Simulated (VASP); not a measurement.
# MgH2 (P4_2/mnm) in VASP: further runs, part 2 of 3

VASP 6.6.1.

**3. Phonons, PBE**

This run uses another cell than the first one, of 10.19 Å³/atom, 1.017 times its volume.

Input file POSCAR:

```
MgH2
1.0
    4.5088510140      0.0000000000      0.0000000000
    0.0000000000      4.5088510140      0.0000000000
    0.0000000000      0.0000000000      3.0088248835
  Mg              H
     2     4
Direct
     0.0000000000000000    0.0000000000000000    0.0000000000000000
     0.5000000000000000    0.5000000000000000    0.5000000000000000
     0.3044896492505984    0.3044896492505984    0.0000000000000000
     0.1955103507494016    0.8044896492505984    0.5000000000000000
     0.6955103507494016    0.6955103507494016    0.0000000000000000
     0.8044896492505984    0.1955103507494016    0.5000000000000000
```

Input file INCAR.step1:

```
SYSTEM = MgH2
ALGO = Normal
EDIFF = 1E-8
EDIFFG = -0.002
ENCUT = 600
GGA = PE
IBRION = 2
ISIF = 3
ISMEAR = 0
KPAR = 2
LASPH = .TRUE.
LCHARG = .FALSE.
LREAL = .FALSE.
LWAVE = .FALSE.
NELM = 80
NSW = 40
PREC = Accurate
SIGMA = 0.03
```

Input file INCAR.step2:

```
SYSTEM = MgH2
ALGO = Normal
EDIFF = 1E-8
ENCUT = 600
GGA = PE
IBRION = 6
ISIF = 2
ISMEAR = 0
KPAR = 2
LASPH = .TRUE.
LCHARG = .FALSE.
LREAL = .FALSE.
LWAVE = .FALSE.
NELM = 80
NFREE = 2
NSW = 1
POTIM = 0.015
PREC = Accurate
SIGMA = 0.03
```

Input file KPOINTS:

```
k-points
0
G
  6 6 10
  0 0 0
```

Potentials or basis: VASP PAW PBE potentials, release 64 (Mg, H).

Started as:

```
$ cat potpaw_PBE.64/Mg/POTCAR potpaw_PBE.64/H/POTCAR > POTCAR
$ cp INCAR.step1 INCAR
$ mpirun -np 2 vasp_std > vasp.out
$ cp CONTCAR POSCAR
$ cp INCAR.step2 INCAR
$ mpirun -np 2 vasp_std > vasp.out
```

OUTCAR:

```text
SYSTEM = MgH2
   EDIFF = 1E-8
   ENCUT = 600
   GGA = PE
   IBRION = 6
   ISIF = 2
   ISMEAR = 0
   LASPH = .TRUE.
   LREAL = .FALSE.
   NELM = 80
   NFREE = 2
   NSW = 1
   POTIM = 0.015
   PREC = Accurate

 ion  position               nearest neighbor table
   1  0.000  0.000  0.000-   3 1.94   5 1.94   4 1.95   6 1.95   4 1.95   6 1.95   2 3.53   2 3.53
                             2 3.53   2 3.53   2 3.53   2 3.53   2 3.53   2 3.53
   2  0.500  0.500  0.500-   4 1.94   6 1.94   5 1.95   3 1.95   3 1.95   5 1.95   1 3.53   1 3.53
                             1 3.53   1 3.53   1 3.53   1 3.53   1 3.53   1 3.53
   3  0.304  0.304  0.000-   1 1.94   2 1.95   2 1.95
   4  0.196  0.804  0.500-   2 1.94   1 1.95   1 1.95
   5  0.696  0.696  0.000-   1 1.94   2 1.95   2 1.95
   6  0.804  0.196  0.500-   2 1.94   1 1.95   1 1.95

  LATTYP: Found a simple tetragonal cell.
 ALAT       =     4.5108289033
 C/A-ratio  =     0.6672353309

  Lattice vectors:

 A1 = (   4.5108289033,   0.0000000000,   0.0000000000)
 A2 = (   0.0000000000,   4.5108289033,   0.0000000000)
 A3 = (   0.0000000000,   0.0000000000,   3.0097844157)

Analysis of symmetry for initial positions (statically):
=====================================================================
 Subroutine PRICEL returns:
 Original cell was already a primitive cell.

 Routine SETGRP: Setting up the symmetry group for a
 simple tetragonal supercell.

 Subroutine GETGRP returns: Found 16 space group operations
 (whereof  8 operations were pure point group operations)
[... 522 lines left out ...]
      7       8.5644      0.00000
      8       8.5646      0.00000
[... 243 lines left out ...]
 k-point    24 :       0.5000    0.0000    0.2000
  band No.  band energies     occupation
      1      -4.8676      2.00000
      2      -4.8665      2.00000
      3      -0.9390      2.00000
      4      -0.9360      2.00000
      5       5.1858      0.00000
      6       5.1860      0.00000
      7       7.2758      0.00000
      8       7.2837      0.00000

 [... further k-points ...]

------------------------ aborting loop because EDIFF is reached ----------------------------------------

  FORCE on cell =-STRESS in cart. coord.  units (eV):
  Direction    XX          YY          ZZ          XY          YZ          ZX
  --------------------------------------------------------------------------------------
  -------------------------------------------------------------------------------------
  Total        0.0026385      0.0026385     -0.0108049      0.0004633     -0.0178913     -0.0178913
  in kB        0.0690262      0.0690262     -0.2826723      0.0121212     -0.4680630     -0.4680630
  external PRESSURE =      -0.0482066 kB  Pullay stress =       0.0000000 kB
[... 21 lines left out ...]
  FREE ENERGIE OF THE ION-ELECTRON SYSTEM (eV)
  ---------------------------------------------------
  free  energy   TOTEN  =       -17.6545605454 eV

  energy  without entropy=      -17.6545605454  energy(sigma->0) =      -17.65456055

 INTERNAL STRAIN TENSORS FROM DISPLACED ATOMS
 ============================================

 INTERNAL STRAIN TENSOR FOR ION    1 for displacements in x,y,z  (eV/Angst):
          X           Y           Z          XY          YZ          ZX
  --------------------------------------------------------------------------------
  x     0.00000     0.00000     0.00000     0.00000     0.00000     0.00000
  y     0.00000     0.00000     0.00000     0.00000     0.00000     0.00000
  z     0.00000     0.00000     0.00000     0.00000     0.00000     0.00000

 INTERNAL STRAIN TENSOR FOR ION    6 for displacements in x,y,z  (eV/Angst):
          X           Y           Z          XY          YZ          ZX
  --------------------------------------------------------------------------------
  x     0.18906    -0.24197     0.76343     0.47860     0.00000     0.00000
  y     0.24197    -0.18906    -0.76343    -0.47860     0.00000     0.00000
  z     0.00000     0.00000     0.00000     0.00000    -1.19251     1.19251

 Eigenvectors and eigenvalues of the dynamical matrix
 ----------------------------------------------------

   1 f  =   44.294176 THz   278.308517 2PiTHz 1477.494681 cm-1   183.185911 meV
             X         Y         Z           dx          dy          dz
      0.000000  0.000000  0.000000     0.000000   -0.000000    0.000000
      2.255414  2.255414  1.504892     0.000000   -0.000000    0.000000
      1.373143  1.373143  0.000000     0.353553    0.353553    0.000000
      0.882272  3.628557  1.504892     0.353553   -0.353553   -0.000000
      3.137686  3.137686  0.000000    -0.353553   -0.353553    0.000000
      3.628557  0.882272  1.504892    -0.353553    0.353553    0.000000
[... 145 lines left out ...]
  18 f/i=    0.000732 THz     0.004600 2PiTHz    0.024422 cm-1     0.003028 meV
             X         Y         Z           dx          dy          dz
      0.000000  0.000000  0.000000    -0.502890   -0.457264    0.000000
      2.255414  2.255414  1.504892    -0.502894   -0.457268    0.000000
      1.373143  1.373143  0.000000    -0.101994   -0.092740    0.000000
      0.882272  3.628557  1.504892    -0.101994   -0.092740    0.000000
      3.137686  3.137686  0.000000    -0.101994   -0.092740    0.000000
      3.628557  0.882272  1.504892    -0.101994   -0.092740    0.000000

 ELASTIC MODULI CONTR FROM IONIC RELAXATION (kBar)
 Direction    XX          YY          ZZ          XY          YZ          ZX
 --------------------------------------------------------------------------------
 XX         -31.1744     31.1264      0.6924     -0.0000     -0.0000     -0.0000
 YY          31.1264    -31.1744      0.6924      0.0000      0.0000      0.0000
 ZZ           0.6924      0.6924    -19.9786      0.0000     -0.0000     -0.0000
 XY          -0.0000      0.0000      0.0000     -5.9717     -0.0000      0.0000
 YZ          -0.0000      0.0000     -0.0000     -0.0000    -42.7357      0.0000
 ZX          -0.0000      0.0000     -0.0000      0.0000      0.0000    -42.7357
 --------------------------------------------------------------------------------
```

OUTCAR.step1:

```text
SYSTEM = MgH2
   EDIFF = 1E-8
   EDIFFG = -0.002
   ENCUT = 600
   GGA = PE
   IBRION = 2
   ISIF = 3
   ISMEAR = 0
   LASPH = .TRUE.
   LREAL = .FALSE.
[... 579 lines left out ...]
  -------------------------------------------------------------------------------------
  Total        0.0017353      0.0017353     -0.0116524      0.0000000      0.0000000      0.0000000
  in kB        0.0453982      0.0453982     -0.3048434      0.0000000      0.0000000      0.0000000
  external PRESSURE =      -0.0713490 kB  Pullay stress =       0.0000000 kB
[... 21 lines left out ...]
  FREE ENERGIE OF THE ION-ELECTRON SYSTEM (eV)
  ---------------------------------------------------
  free  energy   TOTEN  =       -17.6549391692 eV

  energy  without entropy=      -17.6549391692  energy(sigma->0) =      -17.65493917

 reached required accuracy - stopping structural energy minimisation
```

It took 62 s on 2 MPI ranks of Intel Xeon 6975P-C (Granite Rapids), shared host; peak memory 0.33 GiB.

What came out:

| Item | Value |
| --- | --- |
| Relaxed volume | 10.21 Å³/atom |
| Relaxed cell | a = 4.511 Å, b = 4.511 Å, c = 3.010 Å, α = 90.00°, β = 90.00°, γ = 90.00° |
| Space group after relaxing (to 0.05 Å) | P4_2/mnm (No. 136) |
| Highest phonon frequency at Γ, LO-TO splitting left out | 1477 cm⁻¹ |

Final structure:
```
Mg H
1.0
     4.51083    0.00000    0.00000
     0.00000    4.51083    0.00000
     0.00000    0.00000    3.00978
Mg H
2 4
Cartesian
  0.0000 0.0000 0.0000
  2.2554 2.2554 1.5049
  1.3731 1.3731 0.0000
  0.8823 3.6286 1.5049
  3.1377 3.1377 0.0000
  3.6286 0.8823 1.5049
```

Phonon frequencies in cm⁻¹ (negative: imaginary):
```tsv
q point	frequencies
(0.000, 0.000, 0.000)	0 0 0 184 291 298 298 523 523 789 861 973 973 1119 1189 1189 1289 1477
```

**4. Dielectric tensor, PBE**

This run uses another cell than the first one, of 10.21 Å³/atom, 1.019 times its volume.

Input file INCAR:

```
SYSTEM = MgH2
ALGO = Normal
EDIFF = 1E-8
ENCUT = 600
GGA = PE
ISIF = 2
ISMEAR = 0
KPAR = 2
LASPH = .TRUE.
LCHARG = .FALSE.
LEPSILON = .TRUE.
LREAL = .FALSE.
LWAVE = .FALSE.
NELM = 80
PREC = Accurate
SIGMA = 0.03
```

Input file KPOINTS:

```
k-points
0
Monkhorst
  8 8 12
  0 0 0
```

Input file POSCAR:

```
MgH2                                    
1.0
    4.5108289033      0.0000000000      0.0000000000
    0.0000000000      4.5108289033      0.0000000000
    0.0000000000      0.0000000000      3.0097844157
  Mg              H             
     2     4
Direct
     0.0000000000000000    0.0000000000000000    0.0000000000000000
     0.5000000000000000    0.5000000000000000    0.5000000000000000
     0.3044102383216624    0.3044102383216624    0.0000000000000000
     0.1955897616783376    0.8044102383216624    0.5000000000000000
     0.6955897616783376    0.6955897616783376    0.0000000000000000
     0.8044102383216624    0.1955897616783376    0.5000000000000000
```

Potentials or basis: VASP PAW PBE potentials, release 64 (Mg, H).

Started as:

```
$ cat potpaw_PBE.64/Mg/POTCAR potpaw_PBE.64/H/POTCAR > POTCAR
$ mpirun -np 2 vasp_std > vasp.out
```

OUTCAR:

```text
SYSTEM = MgH2
   EDIFF = 1E-8
   ENCUT = 600
   GGA = PE
   ISIF = 2
   ISMEAR = 0
   LASPH = .TRUE.
   LEPSILON = .TRUE.
   LREAL = .FALSE.
   NELM = 80
   PREC = Accurate

 ion  position               nearest neighbor table
   1  0.000  0.000  0.000-   3 1.94   5 1.94   4 1.95   6 1.95   4 1.95   6 1.95   2 3.53   2 3.53
                             2 3.53   2 3.53   2 3.53   2 3.53   2 3.53   2 3.53
   2  0.500  0.500  0.500-   4 1.94   6 1.94   5 1.95   3 1.95   3 1.95   5 1.95   1 3.53   1 3.53
                             1 3.53   1 3.53   1 3.53   1 3.53   1 3.53   1 3.53
   3  0.304  0.304  0.000-   1 1.94   2 1.95   2 1.95
   4  0.196  0.804  0.500-   2 1.94   1 1.95   1 1.95
   5  0.696  0.696  0.000-   1 1.94   2 1.95   2 1.95
   6  0.804  0.196  0.500-   2 1.94   1 1.95   1 1.95

  LATTYP: Found a simple tetragonal cell.
 ALAT       =     4.5108289033
 C/A-ratio  =     0.6672353308

  Lattice vectors:

 A1 = (   4.5108289033,   0.0000000000,   0.0000000000)
 A2 = (   0.0000000000,   4.5108289033,   0.0000000000)
 A3 = (   0.0000000000,   0.0000000000,   3.0097844157)

Analysis of symmetry for initial positions (statically):
=====================================================================
 Subroutine PRICEL returns:
 Original cell was already a primitive cell.

 Routine SETGRP: Setting up the symmetry group for a
 simple tetragonal supercell.

 Subroutine GETGRP returns: Found 16 space group operations
[... 514 lines left out ...]
     0.00000  0.00000  0.01143           (  0.00000  0.00000  0.00001)

 PIEZOELECTRIC TENSOR FIELD DIRECTION 3  (C/m^2)
 -----------------------------------------------------------------------------
    -0.00133 -0.00000  0.00000
     0.00000 -0.00133  0.00000
     0.00000  0.00000  0.00299

 MACROSCOPIC STATIC DIELECTRIC TENSOR (including local field effects in DFT)
 ------------------------------------------------------
           3.908541    -0.000000     0.000000
           0.000000     3.908541     0.000000
           0.000000     0.000000     3.950152
 ------------------------------------------------------

 PIEZOELECTRIC TENSOR (including local field effects)  for field in x, y, z        (e  Angst)
          XX          YY          ZZ          XY          YZ          ZX
  --------------------------------------------------------------------------------
  x     0.00000     0.00000     0.00000     0.00000     0.00000     0.00000
  y     0.00000     0.00000     0.00000     0.00000     0.00000     0.00000
  z     0.00000     0.00000     0.00000     0.00000     0.00000     0.00000

 PIEZOELECTRIC TENSOR (including local field effects)  for field in x, y, z        (C/m^2)
          XX          YY          ZZ          XY          YZ          ZX
  --------------------------------------------------------------------------------
  x     0.00000     0.00000     0.00000     0.00000     0.00000     0.00000
  y     0.00000     0.00000     0.00000     0.00000     0.00000     0.00000
  z     0.00000     0.00000     0.00000     0.00000     0.00000     0.00000

 BORN EFFECTIVE CHARGES (including local field effects) (in |e|, cummulative output)
 ---------------------------------------------------------------------------------
 ion    1
    1     1.86621     0.13039     0.00000
    2     0.13039     1.86621     0.00000
    3     0.00000     0.00000     1.95645
 ion    2
    1     1.86621    -0.13039     0.00000
    2    -0.13039     1.86621     0.00000
    3     0.00000     0.00000     1.95645
 ion    3
    1    -0.93310    -0.21972     0.00000
    2    -0.21972    -0.93310     0.00000
    3     0.00000     0.00000    -0.97822
 ion    4
    1    -0.93310     0.21972     0.00000
    2     0.21972    -0.93310     0.00000
    3     0.00000     0.00000    -0.97822
 ion    5
    1    -0.93310    -0.21972     0.00000
    2    -0.21972    -0.93310     0.00000
    3     0.00000     0.00000    -0.97822
 ion    6
    1    -0.93310     0.21972     0.00000
    2     0.21972    -0.93310     0.00000
    3     0.00000     0.00000    -0.97822
```

OSZICAR:

```text
N       E                     dE             d eps       ncg     rms          rms(c)
DAV:   1     0.308259558431E+01    0.30826E+01   -0.34098E+03   960   0.854E+02
DAV:   2    -0.181345145332E+02   -0.21217E+02   -0.19749E+02  1224   0.845E+01
DAV:   3    -0.189006268333E+02   -0.76611E+00   -0.76611E+00  1264   0.227E+01
[... 15 lines left out ...]
RMM:   4    -0.566662006686E+00   -0.52140E-01   -0.11186E-02  1560   0.907E-01    0.479E-02
RMM:   5    -0.570421927433E+00   -0.37599E-02   -0.13779E-04  1566   0.109E-01    0.553E-03
RMM:   6    -0.570983110642E+00   -0.56118E-03   -0.36757E-06  1655   0.171E-02    0.121E-03
RMM:   7    -0.571009556021E+00   -0.26445E-04   -0.10291E-07  1645   0.321E-03    0.207E-04
RMM:   8    -0.571028092292E+00   -0.18536E-04   -0.15759E-09  1681   0.378E-04    0.347E-05
RMM:   9    -0.571028312751E+00   -0.22046E-06   -0.71468E-11  1412   0.113E-04    0.873E-06
```

Run time: 57 s. Hardware: 2 MPI ranks of Intel Xeon 6975P-C (Granite Rapids), shared host; peak memory 0.32 GiB.

What came out:

| Item | Value |
| --- | --- |
| Electronic dielectric tensor (diagonal) | 3.91, 3.91, 3.95 |
| Born charges (mean of the diagonal) | Mg +1.90; H -0.95 e |

Electronic dielectric tensor:
```
3.91 0.00 0.00
0.00 3.91 0.00
0.00 0.00 3.95
```

Born effective charge tensors (e):
atom 1, Mg
```
1.87 0.13 0.00
0.13 1.87 0.00
0.00 0.00 1.96
```
atom 2, Mg
```
 1.87 -0.13  0.00
-0.13  1.87  0.00
 0.00  0.00  1.96
```
atom 3, H
```
-0.93 -0.22  0.00
-0.22 -0.93  0.00
 0.00  0.00 -0.98
```
atom 4, H
```
-0.93  0.22  0.00
 0.22 -0.93  0.00
 0.00  0.00 -0.98
```
atom 5, H
```
-0.93 -0.22  0.00
-0.22 -0.93  0.00
 0.00  0.00 -0.98
```
atom 6, H
```
-0.93  0.22  0.00
 0.22 -0.93  0.00
 0.00  0.00 -0.98
```

(Part 2 of 3 ends here.)
